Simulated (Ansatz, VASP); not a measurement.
# Cross-check of SnO2 (Cassiterite) between VASP and Ansatz

One calculation is typed for both programs; each brings its own data sets. How far apart do they land? The cell is taken from a series of runs on this material, whose earlier steps may have relaxed, scaled, displaced or heated it; both programs get it as it stands.

Calculated with Ansatz 0.2.0; plane waves, with VASP 6.6.1 beside it; single point at HSE06.

## 1. Set-up

The structure is tetragonal, space group P4_2/mnm (No. 136). Conventional cell: a = 4.723 Å, b = 4.723 Å, c = 3.191 Å, α = 90.00°, β = 90.00°, γ = 90.00°. Nearest to Sn lie 6 O at 2.04 to 2.06 Å. O has 3 Sn at 2.04 to 2.06 Å nearest. Farther neighbours and most contacts between anions are not listed.

As a file:

```xyz
6
Lattice="4.7231 0.0000 0.0000 0.0000 4.7231 0.0000 0.0000 0.0000 3.1908" Properties=species:S:1:pos:R:3 pbc="T T T"
Sn    0.0000    0.0000    0.0000
Sn    2.3615    2.3615    1.5954
O     1.4456    1.4456    0.0000
O     0.9159    3.8072    1.5954
O     3.2774    3.2774    0.0000
O     3.8072    0.9159    1.5954
```

## 2. VASP: single point, HSE06

With cell and atoms fixed, the geometry can't cause a difference; cores, projectors, grids and the points listed under the comparison can.

Lines of VASP's logs that name or quote its potential files are left out, and so is its time.

The run reads the wave functions of an earlier VASP run, which isn't shown here.

File INCAR:

```
SYSTEM = SnO2
PREC = Accurate
ENCUT = 520
EDIFF = 1E-06
NELM = 100
ISMEAR = 0
SIGMA = 0.01
LREAL = .FALSE.
ALGO = Normal
LHFCALC = .TRUE.
AEXX = 0.25
GGA = PE
HFSCREEN = 0.208
LASPH = .TRUE.
NBANDS = 32
PRECFOCK = Fast
LORBIT = 11
LWAVE = .FALSE.
LCHARG = .FALSE.
KPAR = 8
ISIF = 2
```

File POSCAR:

```
SnO2
1.0
    4.7230988104      0.0000000000      0.0000000000
    0.0000000000      4.7230988104      0.0000000000
    0.0000000000      0.0000000000      3.1907863726
Sn O
2 4
Direct
    0.0000000000      0.0000000000      0.0000000000
    0.5000000000      0.5000000000      0.5000000000
    0.3060806746      0.3060806746      0.0000000000
    0.1939193254      0.8060806746      0.5000000000
    0.6939193254      0.6939193254      0.0000000000
    0.8060806746      0.1939193254      0.5000000000
```

File KPOINTS:

```
Automatic mesh
0
Gamma
4 4 5
0 0 0
```

Potentials, in the order of the species: Sn_d and O (PBE family, release 64).

Run with:

```sh
$ mpirun -np 8 vasp_std
```

Numbers of over 12 decimals in the logs are rounded to 6 here.

Log:

```text
[banner, memory and clock lines left out]
running    8 mpi-ranks, on    1 nodes
 distrk:  each k-point on    1 cores,    8 groups
 distr:  one band on    1 cores,    1 groups

 POSCAR found type information on POSCAR SnO
 POSCAR found :  2 types and       6 ions
|                                                                             |
|           W    W    AA    RRRRR   N    N  II  N    N   GGGG   !!!           |
|           W    W   A  A   R    R  NN   N  II  NN   N  G    G  !!!           |
|           W    W  A    A  R    R  N N  N  II  N N  N  G       !!!           |
|           W WW W  AAAAAA  RRRRR   N  N N  II  N  N N  G  GGG   !            |
|           WW  WW  A    A  R   R   N   NN  II  N   NN  G    G                |
|           W    W  A    A  R    R  N    N  II  N    N   GGGG   !!!           |
|                                                                             |
|     For optimal performance we recommend to set                             |
|       NCORE = 2 up to number-of-cores-per-socket                            |
|     NCORE specifies how many cores store one orbital (NPAR=cpu/NCORE).      |
|     This setting can greatly improve the performance of VASP for DFT.       |
|     The default, NCORE=1 might be grossly inefficient on modern             |
|     multi-core architectures or massively parallel machines. Do your        |
|     Unfortunately you need to use the default for GW and RPA                |
|     calculations (for HF NCORE is supported but not extensively tested      |
|     yet).                                                                   |
|                                                                             |

 LDA part: xc-table for (Slater+PW92), standard interpolation
 found WAVECAR, reading the header
 POSCAR, INCAR and KPOINTS ok, starting setup
 FFT: planning ... GRIDC
 FFT: planning ... GRID_SOFT
 FFT: planning ... GRID
 reading WAVECAR
 the WAVECAR file was read successfully
 initial charge from wavefunction
 entering main loop
       N       E                     dE             d eps       ncg     rms          rms(c)
DAV:   1    -0.473395851539E+02   -0.47340E+02   -0.11316E+00  1392   0.964E+00    0.140E+00
DAV:   2    -0.473623919826E+02   -0.22807E-01   -0.10120E-01  1424   0.244E+00    0.120E+00
DAV:   3    -0.473587331721E+02    0.36588E-02   -0.76936E-03  1936   0.102E+00    0.812E-01
DAV:   4    -0.473580616928E+02    0.67148E-03   -0.18655E-03  1768   0.348E-01    0.493E-01
DAV:   5    -0.473577725423E+02    0.28915E-03   -0.19259E-04  1416   0.141E-01    0.290E-01
DAV:   6    -0.473576768628E+02    0.95679E-04   -0.74473E-05  1408   0.787E-02    0.171E-01
DAV:   7    -0.473576492407E+02    0.27622E-04   -0.16621E-05  1784   0.440E-02    0.103E-01
DAV:   8    -0.473576410737E+02    0.81670E-05   -0.57000E-06  1480   0.286E-02    0.621E-02
DAV:   9    -0.473576391491E+02    0.19246E-05   -0.19290E-06  1072   0.170E-02    0.374E-02
DAV:  10    -0.473576389494E+02    0.19973E-06   -0.17542E-06   864   0.123E-02
   1 F= -.47357639E+02 E0= -.47357639E+02  d E =-.129598E-37
```

OUTCAR, selected parts (step 2):

```text
ion  position               nearest neighbor table
   1  0.000  0.000  0.000-   3 2.04   5 2.04   4 2.06   6 2.06   4 2.06   6 2.06   2 3.70   2 3.70
                             2 3.70   2 3.70   2 3.70   2 3.70   2 3.70   2 3.70
   2  0.500  0.500  0.500-   4 2.04   6 2.04   5 2.06   3 2.06   3 2.06   5 2.06   1 3.70   1 3.70
                             1 3.70   1 3.70   1 3.70   1 3.70   1 3.70   1 3.70
   3  0.306  0.306  0.000-   1 2.04   2 2.06   2 2.06
   4  0.194  0.806  0.500-   2 2.04   1 2.06   1 2.06
   5  0.694  0.694  0.000-   1 2.04   2 2.06   2 2.06
   6  0.806  0.194  0.500-   2 2.04   1 2.06   1 2.06

  LATTYP: Found a simple tetragonal cell.
 ALAT       =     4.7230988104
 C/A-ratio  =     0.6755705313

 Subroutine GETGRP returns: Found 16 space group operations
 (whereof  8 operations were pure point group operations)

The static configuration has the point symmetry D_2h.
 The point group associated with its full space group is D_4h.

 Found     18 irreducible k-points:

   k-points           NKPTS =     18   k-points in BZ     NKDIM =     80   number of bands    NBANDS=     32

   dimension x,y,z NGX =    36 NGY =   36 NGZ =   24
   dimension x,y,z NGXF=    72 NGYF=   72 NGZF=   48

   ENCUT  =  520.0 eV  38.22 Ry    6.18 a.u.   8.78  8.78  5.93*2*pi/ulx,y,z

   NELECT =      52.0000    total number of electrons

 k-points in reciprocal lattice and weights: Automatic mesh
   0.00000000  0.00000000  0.00000000       0.013
   0.25000000  0.00000000  0.00000000       0.050
   0.50000000  0.00000000  0.00000000       0.025
   0.25000000  0.25000000  0.00000000       0.050
   0.50000000  0.25000000  0.00000000       0.050
   0.50000000  0.50000000  0.00000000       0.013
   0.00000000  0.00000000  0.20000000       0.025
   0.25000000  0.00000000  0.20000000       0.100
   0.50000000  0.00000000  0.20000000       0.050
[...]
0.50000000  0.25000000  0.40000000       0.100
   0.50000000  0.50000000  0.40000000       0.025

  exchange ACFDT corr.  =         0.00000000  see jH, gK, PRB 81, 115126

 average (electrostatic) potential at core
       1 -93.2739       2 -93.2739       3 -61.5699       4 -61.5699       5 -61.5699
       6 -61.5699

 E-fermi :   4.9465

 k-point     1 :       0.0000    0.0000    0.0000
  band No.  band energies     occupation
    ...
     22       3.8118      2.00000
     23       3.8118      2.00000
     24       4.1382      2.00000
     25       4.1382      2.00000
     26       4.8584      2.00000
     27       7.9151      0.00000
     28      13.0730      0.00000
     29      13.0730      0.00000
     30      13.0764      0.00000
     31      17.2509      0.00000
    ...

 k-point     2 :       0.2500    0.0000    0.0000
  band No.  band energies     occupation
    ...
     22       3.3557      2.00000
     23       3.8315      2.00000
     24       3.8641      2.00000
     25       4.1774      2.00000
     26       4.5700      2.00000
     27       9.1935      0.00000
     28      12.5838      0.00000
     29      13.3514      0.00000
     30      13.5784      0.00000
     31      17.9139      0.00000
    ...

 k-point     3 :       0.5000    0.0000    0.0000
  band No.  band energies     occupation
    ...
     22       2.8876      2.00000
     23       3.8692      2.00000
     24       3.8692      2.00000
     25       4.2659      2.00000
     26       4.2659      2.00000
     27      11.2502      0.00000
     28      11.2503      0.00000
     29      13.8801      0.00000
     30      13.8801      0.00000
     31      18.2216      0.00000
    ...

  Total        1.5837110      1.5837110      1.2755374      0.0000000      0.0000000      0.0000000
  in kB       35.6479630     35.6479630     28.7112417      0.0000000      0.0000000      0.0000000
  external PRESSURE =      33.3357226 kB  Pullay stress =       0.0000000 kB

  energy-cutoff  :      520.00
  volume of cell :       71.18
      direct lattice vectors                 reciprocal lattice vectors
     4.723098810  0.000000000  0.000000000     0.211725403  0.000000000  0.000000000
     0.000000000  4.723098810  0.000000000     0.000000000  0.211725403  0.000000000
     0.000000000  0.000000000  3.190786373     0.000000000  0.000000000  0.313402366

 POSITION                                       TOTAL-FORCE (eV/Angst)
 -----------------------------------------------------------------------------------
      0.00000      0.00000      0.00000         0.000000     -0.000000     -0.000000
      2.36155      2.36155      1.59539         0.000000     -0.000000     -0.000000
      1.44565      1.44565      0.00000        -0.027659     -0.027659     -0.000000
      0.91590      3.80720      1.59539         0.027659     -0.027659     -0.000000
      3.27745      3.27745      0.00000         0.027659      0.027659      0.000000
      3.80720      0.91590      1.59539        -0.027659      0.027659      0.000000
 -----------------------------------------------------------------------------------
    total drift:                               -0.000001      0.000000      0.000001

  FREE ENERGIE OF THE ION-ELECTRON SYSTEM (eV)
  ---------------------------------------------------
  free  energy   TOTEN  =       -47.3576389494 eV

  energy  without entropy=      -47.3576389494  energy(sigma->0) =      -47.35763895

 total charge
# of ion       s       p       d       tot
------------------------------------------
    1        0.853   1.113  10.408  12.373
    2        0.853   1.113  10.408  12.373
    3        1.562   3.555   0.000   5.117
    4        1.562   3.555   0.000   5.117
    5        1.562   3.555   0.000   5.117
    6        1.562   3.555   0.000   5.117
--------------------------------------------------
tot          7.952  16.448  20.816  45.216

[... 3 further parts left out ...]
```

The run ends at a pressure of 3.33 GPa, with forces up to 0.039 eV/Å.

[end of part 1 of 2]

[Lines on the potential files, build, host, timing and source positions are cut from VASP's logs without a mark.]

[Logs are printed without paths, hosts, clocks, repeated set-up lines and the standing remarks that a program may print on its own settings, such as how far it seeks lower states.]

[Hosts, paths, dates, database ids (printed as entryN), source tags and the programs' standing remarks are cut or masked in the printed files.]
